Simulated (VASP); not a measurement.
# Ni3Cl4 (Cmmm) in VASP: reference runs

Aim: a first look at Ni3Cl4 with PBE, on the cell as given and on a disturbed one.

Everything below comes from runs of VASP 6.6.1. Logs are shortened: lines on timing, memory, paths and dates and some standing lists are left out, and cuts for length are marked.

### Step 1. Starting point

The structure is orthorhombic, space group Cmmm (No. 65). Conventional cell: a = 7.047 Å, b = 9.765 Å, c = 3.531 Å, α = 90.00°, β = 90.00°, γ = 90.00°. Around Ni (site symmetry mmm) lie 6 Cl at 2.42 to 2.45 Å. Around Ni (site symmetry 2/m) lie 6 Cl at 2.44 to 2.49 Å. Cl (site symmetry m2m) is surrounded by 5 Ni at 2.45 to 2.49 Å. Cl (site symmetry 2mm) has 4 Ni at 2.42 to 2.44 Å as nearest neighbours.

The cell comes from a database or a generator and needn't be the stable form of this composition.

### Step 2. Single point, PBE, collinear spin, ferromagnetic start

File INCAR:

```
ALGO = Normal ; EDIFF = 1E-7
ENCUT = 520 ; GGA = PE
ISIF = 2 ; ISMEAR = -1
ISPIN = 2 ; LASPH = True
LCHARG = False ; LMAXMIX = 4
LORBIT = 11 ; LREAL = False
LWAVE = False ; MAGMOM = 1 1 1 0 0 0 0
NBANDS = 42 ; NELM = 120
PREC = Accurate ; SIGMA = 0.05
```

File KPOINTS:

```
k-points
0
Gamma
  5 5 8
```

File POSCAR:

```
Ni3Cl4
1.0
    3.5233280000     -4.8824710000      0.0000000000
    3.5233280000      4.8824710000      0.0000000000
    0.0000000000      0.0000000000      3.5310650000
Ni Cl
3 4
Direct
    0.5000000000      0.5000000000      0.0000000000
    0.0000000000      0.5000000000      0.5000000000
    0.5000000000      0.0000000000      0.5000000000
    0.2491710000      0.7508290000      0.0000000000
    0.7508290000      0.2491710000      0.0000000000
    0.2656790000      0.2656790000      0.5000000000
    0.7343210000      0.7343210000      0.5000000000
```

Potentials or basis: VASP PAW PBE potentials, release 64 (Ni, Cl).

Launch:

```sh
> cat potpaw_PBE.64/Ni/POTCAR potpaw_PBE.64/Cl/POTCAR > POTCAR
> mpirun -np 1 vasp_std > vasp.out
```

OUTCAR:

```text
EDIFF = 1E-7
   ENCUT = 520
   GGA = PE
   ISIF = 2
   ISMEAR = -1
   ISPIN = 2
   LASPH = True
   LORBIT = 11
   LREAL = False
   NELM = 120
   PREC = Accurate

 ion  position               nearest neighbor table
   1  0.500  0.500  0.000-   6 2.42   7 2.42   6 2.42   7 2.42   4 2.45   5 2.45
   2  0.000  0.500  0.500-   6 2.44   7 2.44   4 2.49   5 2.49   4 2.49   5 2.49
   3  0.500  0.000  0.500-   6 2.44   7 2.44   4 2.49   5 2.49   4 2.49   5 2.49
   4  0.249  0.751  0.000-   1 2.45   2 2.49   3 2.49   2 2.49   3 2.49
   5  0.751  0.249  0.000-   1 2.45   2 2.49   3 2.49   2 2.49   3 2.49
   6  0.266  0.266  0.500-   1 2.42   1 2.42   3 2.44   2 2.44
   7  0.734  0.734  0.500-   1 2.42   1 2.42   3 2.44   2 2.44

  LATTYP: Found a base centered orthorhombic cell.
 ALAT       =     7.0466560000
 B/A-ratio  =     1.3857554562
 C/A-ratio  =     0.5010979676

  Lattice vectors:

 A1 = (   3.5233280000,  -4.8824710000,   0.0000000000)
 A2 = (   3.5233280000,   4.8824710000,   0.0000000000)
 A3 = (   0.0000000000,   0.0000000000,   3.5310650000)

Analysis of symmetry for initial positions (statically):
=====================================================================
 Subroutine PRICEL returns:
 Original cell was already a primitive cell.

 Routine SETGRP: Setting up the symmetry group for a
 base centered orthorhombic supercell.

 Subroutine GETGRP returns: Found  8 space group operations
 (whereof  8 operations were pure point group operations)
 out of a pool of  8 trial point group operations.

The static configuration has the point symmetry D_2h.

Analysis of symmetry for dynamics (positions and initial velocities):
=====================================================================
 Subroutine PRICEL returns:
 Original cell was already a primitive cell.

 Routine SETGRP: Setting up the symmetry group for a
 base centered orthorhombic supercell.

 Subroutine GETGRP returns: Found  8 space group operations
 (whereof  8 operations were pure point group operations)
 out of a pool of  8 trial point group operations.

The dynamic configuration has the point symmetry D_2h.

Analysis of structural, dynamic, and magnetic symmetry:
=====================================================================
 Subroutine PRICEL returns:
 Original cell was already a primitive cell.

 Routine SETGRP: Setting up the symmetry group for a
 base centered orthorhombic supercell.

 Subroutine GETGRP returns: Found  8 space group operations
[... 152 lines left out ...]

 Free energy of the ion-electron system (eV)
  ---------------------------------------------------
  ext. energy  EPLUGINS =         0.00000000
  ---------------------------------------------------
  free energy    TOTEN  =       -25.74827913 eV

  energy without entropy =      -25.69877826  energy(sigma->0) =      -25.72352870

 E-fermi :   5.7800     XC(G=0): -10.2405

 val. band max:        5.7764051684   @ k =   0.2000   0.0000   0.3750
 cond. band min:       5.7879199852   @ k =   0.4000   0.2000   0.1250
 fundamental gap:      0.0115148169
 Fermi energy:         5.7799611751

 spin component 1

 k-point     1 :       0.0000    0.0000    0.0000
  band No.  band energies     occupation
      1     -11.8323      1.00000
      2     -10.9539      1.00000
      3     -10.7086      1.00000
      4     -10.6528      1.00000
      5      -2.1240      1.00000
      6      -1.3969      1.00000
[... 1045 lines left out ...]
     40      13.6184      0.00000
     41      13.7076      0.00000

 [... further k-points ...]

 spin component 2

 k-point     1 :       0.0000    0.0000    0.0000
  band No.  band energies     occupation
      1     -11.6832      1.00000
      2     -10.8019      1.00000
      3     -10.5385      1.00000
      4     -10.4768      1.00000
      5      -1.9875      1.00000
      6      -1.2572      1.00000
[... 1045 lines left out ...]
     40      13.7709      0.00000
     41      13.8655      0.00000

 [... further k-points ...]

 [bands above 41 left out]

------------------------ aborting loop because EDIFF is reached ----------------------------------------

  FORCE on cell =-STRESS in cart. coord.  units (eV):
  Direction    XX          YY          ZZ          XY          YZ          ZX
  --------------------------------------------------------------------------------------
  -------------------------------------------------------------------------------------
  Total        0.7870828      0.8564752      0.4239671      0.0000000      0.0000000      0.0000000
  in kB       10.3801239     11.2952785      5.5913189      0.0000000      0.0000000      0.0000000
  external PRESSURE =       9.0889071 kB  Pullay stress =       0.0000000 kB

 VOLUME and BASIS-vectors are now :
 -----------------------------------------------------------------------------
  energy-cutoff  :      520.00
  volume of cell :      121.49
      direct lattice vectors                 reciprocal lattice vectors
     3.523328000 -4.882471000  0.000000000     0.141911284 -0.102407162  0.000000000
     3.523328000  4.882471000  0.000000000     0.141911284  0.102407162  0.000000000
     0.000000000  0.000000000  3.531065000     0.000000000  0.000000000  0.283200677

 POSITION                                       TOTAL-FORCE (eV/Angst)
 -----------------------------------------------------------------------------------
      3.52333      0.00000      0.00000        -0.000000      0.000000      0.000000
      1.76166      2.44124      1.76553         0.000000      0.000000      0.000000
      1.76166     -2.44124      1.76553        -0.000000      0.000000      0.000000
      3.52333      2.44933      0.00000         0.000000      0.028532      0.000000
      3.52333     -2.44933      0.00000         0.000000     -0.028532      0.000000
      1.87215      0.00000      1.76553         0.026378      0.000000      0.000000
      5.17451      0.00000      1.76553        -0.026378      0.000000     -0.000000
 -----------------------------------------------------------------------------------
    total drift:                                0.000000     -0.000000     -0.000000

  FREE ENERGIE OF THE ION-ELECTRON SYSTEM (eV)
  ---------------------------------------------------
  free  energy   TOTEN  =       -25.7482791296 eV

  energy  without entropy=      -25.6987782607  energy(sigma->0) =      -25.72352870

 total charge

# of ion       s       p       d       tot
------------------------------------------
    1        0.304   0.318   8.323   8.945
    2        0.266   0.249   8.434   8.949
    3        0.266   0.249   8.434   8.949
    4        1.599   3.491   0.000   5.091
    5        1.599   3.491   0.000   5.091
    6        1.598   3.504   0.000   5.103
    7        1.598   3.504   0.000   5.103
--------------------------------------------------
tot          7.231  14.807  25.191  47.229

 magnetization (x)

# of ion       s       p       d       tot
------------------------------------------
    1        0.001   0.000   1.259   1.260
    2        0.005   0.010   1.048   1.063
    3        0.005   0.010   1.048   1.063
    4        0.010   0.111   0.000   0.121
    5        0.010   0.111   0.000   0.121
    6        0.009   0.122   0.000   0.132
    7        0.009   0.122   0.000   0.132
--------------------------------------------------
tot          0.050   0.487   3.356   3.892
```

Run time: 5.1 min. Hardware: 1 thread of Intel Xeon 6975P-C (Granite Rapids), shared host; peak memory 0.49 GiB.

Results:

| Item | Value |
| --- | --- |
| Free energy | -25.7483 eV |
| Pressure | 0.9 GPa |
| Largest force | 0.029 eV/Å |
| Band gap on the k mesh | none (metal or under the smearing width) |
| Net moment | 4.00 μB per cell |
| Site moments | Ni +1.26, +1.06; Cl +0.12, +0.13 μB |
| Valence electrons inside the program's atomic spheres | Ni 8.95; Cl 5.09, 5.10 |

Forces on the atoms (eV/Å):
```
Ni   0.000  0.000  0.000
Ni   0.000  0.000  0.000
Ni   0.000  0.000  0.000
Cl   0.000  0.029  0.000
Cl   0.000 -0.029  0.000
Cl   0.026  0.000  0.000
Cl  -0.026  0.000  0.000
```

Levels at points of the mesh, in eV from the Fermi level:
Spin up:
```
           k point  band 28  band 29  band 30  band 31  band 32  band 33  band 34  band 35
(0.00, 0.00, 0.00)    -1.13    -0.93    -0.40    -0.18     1.05     2.97     3.58     4.01
(0.00, 0.00, 0.50)    -1.34    -1.32    -1.31    -0.46     3.99     4.47     5.18     5.53
```
Spin down:
```
           k point  band 25  band 26  band 27  band 28  band 29  band 30
(0.00, 0.00, 0.00)    -0.71    -0.71    -0.44     0.33     0.39     1.07
(0.00, 0.00, 0.50)    -0.69    -0.23    -0.15    -0.15    -0.13     0.31
```

Caveat: semilocal functionals often make such compounds metallic where correlation or magnetic order opens a gap, which also shifts bond lengths.

### Step 3. Single point, PBE, collinear spin, ferromagnetic start (atoms moved at random, drawn with an rms of 0.05 Å)

File INCAR:

```
PREC = Accurate ; ENCUT = 520
EDIFF = 1E-7 ; ISMEAR = -1
SIGMA = 0.05 ; LREAL = False
LASPH = True ; NELM = 150
ALGO = Normal ; ISIF = 2
LWAVE = False ; LCHARG = False
ISPIN = 2 ; MAGMOM = 1 1 1 0 0 0 0
LORBIT = 11 ; LMAXMIX = 4
GGA = PE ; NBANDS = 42
```

File KPOINTS:

```
Automatic mesh
0
Gamma
  5 5 8
```

File POSCAR:

```
Ni3Cl4
1.0
    3.5233280000     -4.8824710000      0.0000000000
    3.5233280000      4.8824710000      0.0000000000
    0.0000000000      0.0000000000      3.5310650000
Ni Cl
3 4
Direct
    0.4950180000      0.4894170000      0.0040230000
    0.0053760000      0.5062370000      0.4977530000
    0.5036190000      0.0018870000      0.4945250000
    0.2580720000      0.7525190000     -0.0025930000
    0.7534660000      0.2565080000     -0.0022500000
    0.2624540000      0.2673030000      0.4996630000
    0.7337190000      0.7334120000      0.5047960000
```

Potentials or basis: VASP PAW PBE potentials, release 64 (Ni, Cl).

Launch:

```sh
> cat potpaw_PBE.64/Ni/POTCAR potpaw_PBE.64/Cl/POTCAR > POTCAR
> mpirun -np 1 vasp_std > vasp.out
```

It took 15 min on 1 thread of Intel Xeon 6975P-C (Granite Rapids), shared host; peak memory 0.78 GiB.

Results (log left out):

```yaml
Free_energy: -25.7328 eV
Pressure: 1.2 GPa
Largest_force: 0.254 eV/Å
Band_gap_on_the_k_mesh: none (metal or under the smearing width)
Net_moment: 4.00 μB per cell
Site_moments: Ni +1.26, +1.06; Cl +0.12, +0.13 μB
Valence_electrons_inside_the_program's_atomic_spheres: Ni 8.96, 8.95; Cl 5.09, 5.10
```

Forces on the atoms (eV/Å):
```
Ni   0.232  0.098 -0.036
Ni   0.000  0.045 -0.005
Ni   0.031  0.004  0.014
Cl  -0.028  0.124  0.015
Cl  -0.109 -0.115  0.015
Cl  -0.112 -0.110  0.012
Cl  -0.013 -0.047 -0.015
```

Stress tensor (GPa, compression positive):
```
 1.25  0.01 -0.04
 0.01  1.39  0.00
-0.04  0.00  0.86
```

Levels at points of the mesh, in eV from the Fermi level:
Spin up:
| k point | band 29 | band 30 | band 31 | band 32 | band 33 | band 34 |
| --- | --- | --- | --- | --- | --- | --- |
| (0.00, 0.00, 0.00) | -0.92 | -0.40 | -0.19 | 1.04 | 3.01 | 3.58 |
| (0.00, 0.00, 0.50) | -1.32 | -1.31 | -0.46 | 3.98 | 4.49 | 5.21 |
Spin down:
```tsv
k point	band 23	band 24	band 25	band 26	band 27	band 28	band 29	band 30	band 31	band 32
(0.00, 0.00, 0.00)	-0.86	-0.77	-0.72	-0.71	-0.43	0.34	0.37	1.06	1.21	1.26
(0.00, 0.00, 0.50)	-0.79	-0.73	-0.69	-0.23	-0.15	-0.14	-0.13	0.29	1.03	4.39
```

Caveat: semilocal functionals often make such compounds metallic where correlation or magnetic order opens a gap, which also shifts bond lengths.
